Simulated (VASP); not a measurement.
# WCl6 in VASP: notebook

The runs below take WCl6 through relaxation of the atoms, with PBE+MBD, PBE, r2SCAN.

All numbers are computed with VASP 6.6.1; they aren't measurements. Logs are shortened: lines on timing, memory, paths and dates and some standing lists are left out, and cuts for length are marked.

## (1) The structure

The cell holds a molecule in a box, 7 atoms: a = 14.000 Å, b = 14.300 Å, c = 14.600 Å, α = 90.00°, β = 90.00°, γ = 90.00°.

## (2) Relaxation of the atoms, PBE+MBD

Input file INCAR:

```
PREC = Accurate ; ENCUT = 520
EDIFF = 1E-6 ; ISMEAR = 0
SIGMA = 0.01 ; LREAL = False
LASPH = True ; NELM = 100
ALGO = Fast ; ISIF = 2
LWAVE = False ; LCHARG = False
GGA = PE ; IVDW = 202
IBRION = 2 ; NSW = 40
EDIFFG = -0.005
```

Input file KPOINTS:

```
regular mesh
0
Gamma
  1 1 1
```

Input file POSCAR:

```
WCl6
1.0
   14.0000000000      0.0000000000      0.0000000000
    0.0000000000     14.3000000000      0.0000000000
    0.0000000000      0.0000000000     14.6000000000
W Cl
1 6
Direct
    0.5000000000      0.5000000000      0.5000000000
    0.6628571400      0.5000000000      0.5000000000
    0.3371428600      0.5000000000      0.5000000000
    0.5000000000      0.6594405600      0.5000000000
    0.5000000000      0.3405594400      0.5000000000
    0.5000000000      0.5000000000      0.6561643800
    0.5000000000      0.5000000000      0.3438356200
```

Potentials or basis: VASP PAW PBE potentials, release 64 (W_sv, Cl).

The run is started by

```sh
$ cat potpaw_PBE.64/W_sv/POTCAR potpaw_PBE.64/Cl/POTCAR > POTCAR
$ mpirun -np 1 vasp_gam > vasp.out
```

OUTCAR:

```text
PREC = Accurate
   ENCUT = 520
   EDIFF = 1E-6
   ISMEAR = 0
   LREAL = False
   LASPH = True
   NELM = 100
   ISIF = 2
   GGA = PE
   IVDW = 202
   IBRION = 2
   NSW = 40
   EDIFFG = -0.005
  IVDW = 202

 ion  position               nearest neighbor table
   1  0.500  0.500  0.500-   6 2.28   7 2.28   2 2.28   3 2.28   4 2.28   5 2.28
   2  0.663  0.500  0.500-   1 2.28
   3  0.337  0.500  0.500-   1 2.28
   4  0.500  0.659  0.500-   1 2.28
   5  0.500  0.341  0.500-   1 2.28
   6  0.500  0.500  0.656-   1 2.28
   7  0.500  0.500  0.344-   1 2.28

  LATTYP: Found a simple orthorhombic cell.
 ALAT       =    14.0000000000
 B/A-ratio  =     1.0214285714
 C/A-ratio  =     1.0428571429

  Lattice vectors:

 A1 = (  14.0000000000,   0.0000000000,   0.0000000000)
 A2 = (   0.0000000000,  14.3000000000,   0.0000000000)
 A3 = (   0.0000000000,   0.0000000000,  14.6000000000)

Analysis of symmetry for initial positions (statically):
=====================================================================
 Subroutine PRICEL returns:
 Original cell was already a primitive cell.

 Routine SETGRP: Setting up the symmetry group for a
 simple orthorhombic supercell.

 Subroutine GETGRP returns: Found  8 space group operations
 (whereof  8 operations were pure point group operations)
 out of a pool of  8 trial point group operations.

The static configuration has the point symmetry D_2h.

Analysis of symmetry for dynamics (positions and initial velocities):
=====================================================================
 Subroutine PRICEL returns:
 Original cell was already a primitive cell.

 Routine SETGRP: Setting up the symmetry group for a
 simple orthorhombic supercell.

 Subroutine GETGRP returns: Found  8 space group operations
 (whereof  8 operations were pure point group operations)
 out of a pool of  8 trial point group operations.

The dynamic configuration has the point symmetry D_2h.

 Subroutine INISYM returns: Found  8 space group operations
 (whereof  8 operations are pure point group operations),
 and found     1 'primitive' translations

----------------------------------------------------------------------------------------

                                     Primitive cell

  volume of cell :    2922.9200

  direct lattice vectors                    reciprocal lattice vectors
    14.000000000  0.000000000  0.000000000     0.071428571  0.000000000  0.000000000
     0.000000000 14.300000000  0.000000000     0.000000000  0.069930070  0.000000000
     0.000000000  0.000000000 14.600000000     0.000000000  0.000000000  0.068493151

  length of vectors
    14.000000000 14.300000000 14.600000000     0.071428571  0.069930070  0.068493151

  position of ions in fractional coordinates (direct lattice)
     0.500000000  0.500000000  0.500000000
     0.662857140  0.500000000  0.500000000
     0.337142860  0.500000000  0.500000000
     0.500000000  0.659440560  0.500000000
     0.500000000  0.340559440  0.500000000
     0.500000000  0.500000000  0.656164380
     0.500000000  0.500000000  0.343835620

  ion indices of the primitive-cell ions
   primitive index   ion index
                 1           1
                 2           2
                 3           3
                 4           4
                 5           5
                 6           6
                 7           7

----------------------------------------------------------------------------------------

 KPOINTS: regular mesh

Automatic generation of k-mesh.
 Grid dimensions read from file:
 generate k-points for:    1    1    1

 Generating k-lattice:

  Cartesian coordinates                     Fractional coordinates (reciprocal lattice)
     0.071428571  0.000000000  0.000000000     1.000000000  0.000000000  0.000000000
     0.000000000  0.069930070  0.000000000     0.000000000  1.000000000  0.000000000
     0.000000000  0.000000000  0.068493151     0.000000000  0.000000000  1.000000000

  Length of vectors
     0.071428571  0.069930070  0.068493151

  Shift w.r.t. Gamma in fractional coordinates (k-lattice)
     0.000000000  0.000000000  0.000000000

 Subroutine IBZKPT returns following result:
 ===========================================

 Found      1 irreducible k-points:

 Following reciprocal coordinates:
            Coordinates               Weight
  0.000000  0.000000  0.000000      1.000000
   k-points           NKPTS =      1   k-points in BZ     NKDIM =      1   number of bands    NBANDS=     33
   number of dos      NEDOS =    301   number of ions     NIONS =      7
   total plane-waves  NPLWV = ******
   dimension x,y,z NGX =   108 NGY =  108 NGZ =  112
   dimension x,y,z NGXF=   216 NGYF=  216 NGZF=  224
   ions per type =               1   6
   NGX,Y,Z   is equivalent  to a cutoff of  12.82, 12.56, 12.75 a.u.
   NGXF,Y,Z  is equivalent  to a cutoff of  25.65, 25.11, 25.51 a.u.
 SYSTEM =  unknown system
   PREC   = accura    normal or accurate (medium, high low for compatibility)
   ISTART =      0    job   : 0-new  1-cont  2-samecut
   ICHARG =      2    charge: 1-file 2-atom 10-const
   ISPIN  =      1    spin polarized calculation?
   LNONCOLLINEAR =      F non collinear calculations
   LSORBIT =      F    spin-orbit coupling
   LASPH  =      T    aspherical Exc in radial PAW
   ENCUT  =  520.0 eV  38.22 Ry    6.18 a.u.  26.03 26.59 27.15*2*pi/ulx,y,z
   NELM   =    100;   NELMIN=  2; NELMDL= -5     # of ELM steps
   EDIFF  = 0.1E-05   stopping-criterion for ELM
   LREAL  =      F    real-space projection
   EDIFFG = -.5E-02   stopping-criterion for IOM
   NSW    =     40    number of steps for IOM
   IBRION =      2    ionic relax: 0-MD 1-quasi-New 2-CG
   NFREE  =      1    steps in history (QN), initial steepest desc. (CG)
   ISIF   =      2    stress and relaxation
   ISYM   =      2    0-nonsym 1-usesym 2-fastsym
   POTIM  = 0.5000    time-step for ionic-motion
   TEBEG  =    0.0;   TEEND  =   0.0 temperature during run
   PSTRESS=    0.0 pullay stress
   NELECT =      56.0000    total number of electrons
   NUPDOWN=      -1.0000    fix difference up-down
   EMIN   =  10.00;   EMAX   =-10.00  energy-range for DOS
   EFERMI =   0.00;   METHOD = LEGACY
   ISMEAR =     0;   SIGMA  =   0.01  broadening in eV -4-tet -1-fermi 0-gaus
   EFERMI_NEDOS =   21; number of points for ismear=-14 and -15
   IALGO  =     68    algorithm
   IMIX   =      4    mixing-type and parameters
     AMIX     =   0.40;   BMIX     =  1.00
     AMIX_MAG =   1.60;   BMIX_MAG =  1.00
  volume/ion in A,a.u.               =     417.56      2817.83
  Fermi-wavevector in a.u.,A,eV,Ry     =   0.438058  0.827810  2.610890  0.191895
  Thomas-Fermi vector in A             =   1.411302
   LORBIT       =      0    0 simple, 1 ext, 2 COOP (PROOUT), +10 PAW based schemes
   GGA     = PE    functional components
   LHFCALC =     F    Hartree Fock is set to
   AEXX    =    0.0000 exact exchange contribution
   IVDW    =   202    specifies the selected vdW correction
   LEPSILON=     F    determine dielectric tensor
   LRPA    =     F    only Hartree local field effects (RPA)
 conjugate gradient relaxation of ions
 non-spin polarized calculation
 RMM-DIIS sequential band-by-band and
 Gauss-broadening in eV      SIGMA  =   0.01
  energy-cutoff  :      520.00
  volume of cell :     2922.92
 maximum number of plane-waves:     39342
 NGX is ok and might be reduce to   108
   NGX = 53   NGY = 53   NGZ = 55

--------------------------------------- Ionic step        1  -------------------------------------------

 number of electron      55.9999995 magnetization

 Free energy of the ion-electron system (eV)
  ---------------------------------------------------
  ext. energy  EPLUGINS =         0.00000000
  ---------------------------------------------------
  free energy    TOTEN  =       -29.96266910 eV

  energy without entropy =      -29.96266910  energy(sigma->0) =      -29.96266910

------------------------ aborting loop because EDIFF is reached ----------------------------------------

  Tkatchenko/Scheffler method for vdW energy calculation

  Edisp (eV):   -0.30327

  FORCE on cell =-STRESS in cart. coord.  units (eV):
  Direction    XX          YY          ZZ          XY          YZ          ZX
  --------------------------------------------------------------------------------------
  -------------------------------------------------------------------------------------
  Total       2.17780     2.17876     2.17903     0.00000     0.00000     0.00000
  in kB       1.19375     1.19427     1.19442     0.00000     0.00000     0.00000
  external pressure =        1.19 kB  Pullay stress =        0.00 kB
[... 71 lines left out ...]
  energy  without entropy=      -30.3006737287  energy(sigma->0) =      -30.30067373

--------------------------------------- Ionic step        3  -------------------------------------------

 number of electron      55.9999993 magnetization

 Free energy of the ion-electron system (eV)
  ---------------------------------------------------
  ext. energy  EPLUGINS =         0.00000000
  ---------------------------------------------------
  free energy    TOTEN  =       -30.00123002 eV

  energy without entropy =      -30.00123002  energy(sigma->0) =      -30.00123002

 E-fermi :  -7.1523     XC(G=0):  -0.8835

 val. band max:       -7.3440539785   @ k =   0.0000   0.0000   0.0000
 cond. band min:      -5.2020248640   @ k =   0.0000   0.0000   0.0000
 fundamental gap:      2.1420291145
 Fermi energy:        -7.1523075391

 k-point     1 :       0.0000    0.0000    0.0000
  band No.  band energies     occupation
      1     -82.1879      2.00000
      2     -46.2475      2.00000
      3     -46.2475      2.00000
      4     -46.2475      2.00000
      5     -21.2476      2.00000
      6     -20.5533      2.00000
[... 25 lines left out ...]
     32      -1.8602      0.00000
     33      -0.2042      0.00000

------------------------ aborting loop because EDIFF is reached ----------------------------------------

  Hirshfeld charges:
            ion         q(e)
   ------------------------------
      1     W        0.63135354
      2     Cl      -0.10522449
      3     Cl      -0.10522450
      4     Cl      -0.10522579
      5     Cl      -0.10522579
      6     Cl      -0.10522648
      7     Cl      -0.10522648

  Tkatchenko/Scheffler method for vdW energy calculation

  Edisp (eV):   -0.29946
[... 30 lines left out ...]
  FREE ENERGIE OF THE ION-ELECTRON SYSTEM (eV)
  ---------------------------------------------------
  free  energy   TOTEN  =       -30.3006900578 eV

  energy  without entropy=      -30.3006900578  energy(sigma->0) =      -30.30069006

 reached required accuracy - stopping structural energy minimisation
```

Run time: 7.2 min. Hardware: 1 thread of Intel Xeon 6975P-C (Granite Rapids), shared host; peak memory 1.9 GiB.

Results:

```yaml
Free_energy: -30.3007 eV
Energy_gained_by_relaxing: 5.0 meV/atom
Ionic_steps: 3
Gap_between_the_frontier_levels: 2.14 eV
Hirshfeld_charges: W +0.63; Cl -0.11 e
Dispersion_energy_per_atom: -0.043 eV
```

Step by step:
```
step  energy change (eV)  largest force (eV/Å)  pressure (GPa)
   1              0.0000                0.4978            0.12
   2             -0.0347                0.0081           -0.01
   3             -0.0348                0.0010            0.00
```

Final structure:
```
CELL_PARAMETERS angstrom
14.00000 0.00000 0.00000
0.00000 14.30000 0.00000
0.00000 0.00000 14.60000
ATOMIC_POSITIONS crystal
W 0.50000 0.50000 0.50000
Cl 0.66454 0.50000 0.50000
Cl 0.33546 0.50000 0.50000
Cl 0.50000 0.66109 0.50000
Cl 0.50000 0.33891 0.50000
Cl 0.50000 0.50000 0.65778
Cl 0.50000 0.50000 0.34222
```

Caveat: spin-orbit coupling is left out, which moves the levels of the heavy elements. As with any semilocal functional, this PBE gap is likely too small.

## (3) Relaxation of the atoms, PBE

Input file INCAR:

```
  PREC = Accurate
  ENCUT = 520
  EDIFF = 1E-7
  ISMEAR = 0
  SIGMA = 0.01
  LREAL = False
  LASPH = True
  NELM = 100
  ALGO = Fast
  ISIF = 2
  LWAVE = False
  LCHARG = False
  GGA = PE
  IBRION = 2
  NSW = 40
  EDIFFG = -0.01
```

Input file KPOINTS:

```
Automatic mesh
0
Gamma
  1 1 1
```

POSCAR is that of step 2.

Potentials or basis: VASP PAW PBE potentials, release 64 (W_sv, Cl).

The run is started by

```sh
$ cat potpaw_PBE.64/W_sv/POTCAR potpaw_PBE.64/Cl/POTCAR > POTCAR
$ mpirun -np 1 vasp_gam > vasp.out
```

Run time: 7.4 min. Hardware: 1 thread of AMD EPYC 9R45 (Zen 5), shared host; peak memory 1.8 GiB.

The run converged. Its results:

```yaml
Free_energy: -30.0013 eV
Energy_gained_by_relaxing: 5.5 meV/atom
Ionic_steps: 2
Largest_force_after_relaxing: 0.007 eV/Å
Gap_between_the_frontier_levels: 2.14 eV
```

Forces on the atoms (eV/Å):
```
W    0.000  0.000  0.000
Cl  -0.007  0.000  0.000
Cl   0.007  0.000  0.000
Cl   0.000 -0.007  0.000
Cl   0.000  0.007  0.000
Cl   0.000  0.000 -0.006
Cl   0.000  0.000  0.006
```

Step by step:
| step | energy change (eV) | largest force (eV/Å) | pressure (GPa) |
| --- | --- | --- | --- |
| 1 | 0.0000 | 0.5263 | 0.13 |
| 2 | -0.0387 | 0.0071 | -0.01 |

Final structure:
```xyz
7
Lattice="14.0000 0.0000 0.0000 0.0000 14.3000 0.0000 0.0000 0.0000 14.6000" Properties=species:S:1:pos:R:3 pbc="T T T"
W     7.0000    7.1500    7.3000
Cl    9.3054    7.1500    7.3000
Cl    4.6946    7.1500    7.3000
Cl    7.0000    9.4554    7.3000
Cl    7.0000    4.8446    7.3000
Cl    7.0000    7.1500    9.6054
Cl    7.0000    7.1500    4.9946
```

Levels at points of the mesh, in eV from the valence-band top:
```tsv
k point	band 24	band 25	band 26	band 27	band 28	band 29	band 30	band 31	band 32	band 33
(0.00, 0.00, 0.00)	-0.57	-0.57	0.00	0.00	0.00	2.14	2.14	2.14	5.47	7.14
```

Caveat: spin-orbit coupling is left out, which moves the levels of the heavy elements.

## (4) Relaxation of the atoms, r2SCAN

Input file INCAR:

```
  PREC = Accurate
  ENCUT = 520
  EDIFF = 1E-6
  ISMEAR = 0
  SIGMA = 0.01
  LREAL = False
  LASPH = True
  NELM = 80
  ALGO = Normal
  ISIF = 2
  LWAVE = False
  LCHARG = False
  METAGGA = R2SCAN
  LMIXTAU = True
  IBRION = 2
  NSW = 60
  EDIFFG = -0.02
```

Input file KPOINTS:

```
regular mesh
0
Gamma
  1 1 1
```

POSCAR is that of step 3.

The run is started by

```sh
$ cat potpaw_PBE.64/W_sv/POTCAR potpaw_PBE.64/Cl/POTCAR > POTCAR
$ mpirun -np 1 vasp_gam > vasp.out
```

It took 28 min on 1 thread of Intel Xeon Platinum 8488C (Sapphire Rapids), shared host; peak memory 2.5 GiB.

Results (log left out):

* Free energy: -94.5706 eV
* Energy gained by relaxing: 1.6 meV/atom
* Ionic steps: 2
* Largest force after relaxing: 0.020 eV/Å
* Gap between the frontier levels: 2.41 eV

Forces in eV/Å, atoms in the order of the input:
```
W    0.000  0.000  0.000
Cl  -0.020  0.000  0.000
Cl   0.020  0.000  0.000
Cl   0.000 -0.020  0.000
Cl   0.000  0.020  0.000
Cl   0.000  0.000 -0.019
Cl   0.000  0.000  0.019
```

The path:
| step | energy change (eV) | largest force (eV/Å) | pressure (GPa) |
| --- | --- | --- | --- |
| 1 | 0.0000 | 0.2946 | 0.07 |
| 2 | -0.0115 | 0.0196 | -0.01 |

Final structure:
```
CELL_PARAMETERS angstrom
14.00000 0.00000 0.00000
0.00000 14.30000 0.00000
0.00000 0.00000 14.60000
ATOMIC_POSITIONS crystal
W 0.50000 0.50000 0.50000
Cl 0.66387 0.50000 0.50000
Cl 0.33613 0.50000 0.50000
Cl 0.50000 0.66043 0.50000
Cl 0.50000 0.33957 0.50000
Cl 0.50000 0.50000 0.65714
Cl 0.50000 0.50000 0.34286
```

Levels at points of the mesh, in eV from the valence-band top:
| k point | band 26 | band 27 | band 28 | band 29 | band 30 | band 31 |
| --- | --- | --- | --- | --- | --- | --- |
| (0.00, 0.00, 0.00) | 0.00 | 0.00 | 0.00 | 2.41 | 2.41 | 2.41 |

Caveat: the PAW data sets were made with another functional, which shifts forces and pressure a little; spin-orbit coupling is left out, which moves the levels of the heavy elements. r2SCAN opens gaps a little over a GGA but as a rule still falls short of measured ones.

## (5) Summary

```csv
level,gap on the mesh (eV),largest force (eV/Å)
PBE+MBD,2.14,-
PBE,2.14,0.01
r2SCAN,2.41,0.02
```

Alike in all rows: task relaxation of the atoms; potentials or basis VASP PAW PBE potentials, release 64 (W_sv, Cl); no spin polarisation; cell atoms relaxed; k mesh 1 × 1 × 1; cutoff (eV) 520; smearing gaussian 0.01 eV.

Caveats: spin-orbit coupling is left out, which moves the levels of the heavy elements; the PAW data sets were made with another functional, which shifts forces and pressure a little (some runs).

Absolute energies hang on the potentials; compare differences alone.
